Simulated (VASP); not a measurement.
Here is a VASP 6.6.1 calculation.

The input INCAR:

```
  PREC = Accurate
  ENCUT = 520
  EDIFF = 1E-7
  ISMEAR = -1
  SIGMA = 0.05
  LREAL = Auto
  LASPH = T
  NELM = 100
  ALGO = Normal
  ISIF = 2
  LWAVE = F
  LCHARG = F
  GGA = PE
  IVDW = 12
  NBANDS = 92
```

KPOINTS

```
regular mesh
0
Gamma
  1 1 1
```

The input POSCAR:

```
H3C2SNO2
1.0
    8.3376330000      0.0000000000      0.0000000000
    0.0000000000      8.3376330000      0.0000000000
    0.0000000000      0.0000000000      8.3376330000
C N H S O
8 4 12 4 8
Direct
    0.3712204651      0.3969112097      0.7610433321
    0.4922860001      0.4661274969      0.6552819008
    0.1684770726      0.4156935188      0.1386964382
    0.1254192887      0.2691531278      0.2386888461
    0.5242615020      0.1529210988      0.3316648742
    0.4676627048      0.0956866295      0.4905948727
    0.8906244734      0.8939347654      0.5409209064
    0.9820532998      0.9739095017      0.6727089091
    0.5825754144      0.5104806124      0.5582639581
    0.0894498475      0.1776763261      0.3346273457
    0.4088570461      0.0473755561      0.6048719103
    1.0497343790      1.0459923098      0.7695229569
    0.3763897979      0.2667543654      0.7428847012
    0.3966473458      0.4334923353      0.8810893931
    0.2536571231      0.4402928265      0.7280843376
    0.1806987667      0.3852412309      0.0091392845
    0.0604488108      0.4924659073      0.1639314179
    0.2776567402      0.4850057564      0.1800031256
    0.4881601289      0.2750660769      0.3025199118
    0.6578965517      0.1501265407      0.3273351082
    0.4575279339      0.0733541522      0.2478281306
    0.8629907313      0.9907488132      0.4439509391
    0.9722303680      0.8270932530      0.4583075316
    0.7791419939      0.8416297527      0.5908631383
    0.7806292265      0.2345269935     -0.0280895069
    0.6935061786      0.7374874860      0.1428462970
    0.8835601183      0.3954959399      0.5355236912
    0.3515146325      0.8927353843      0.8931791553
    0.7204082981      0.3558803800      0.0805744268
    0.6741841479      0.1490590915     -0.1360458058
    0.5572444841      0.7321502398      0.2570993470
    0.7810370161      0.8915719845      0.1520095691
    0.9282250730      0.5121597461      0.4205390187
    0.9257183664      0.4489403647      0.6980158517
    0.3631726175      1.0410988346      0.9953784245
    0.4947447315      0.7918314466      0.8825406443
```

Potentials or basis: VASP PAW PBE potentials, release 64 (C, N, H, S, O).

Run with:

```console
$ cat potpaw_PBE.64/C/POTCAR potpaw_PBE.64/N/POTCAR potpaw_PBE.64/H/POTCAR potpaw_PBE.64/S/POTCAR potpaw_PBE.64/O/POTCAR > POTCAR
$ mpirun -np 1 vasp_gam > vasp.out
```

Problem. What does it give for the largest force?

Solution. 4.507 eV/Å.

Problem. Estimate the band gap on the k mesh.

Solution. 2.97 eV, direct.

Stress tensor (GPa, compression positive):
```
-1.00 -0.67 -0.05
-0.67 -1.64 -1.14
-0.05 -1.14 -0.41
```

Caveat: the standard files for N, O and F lose accuracy on very short bonds.
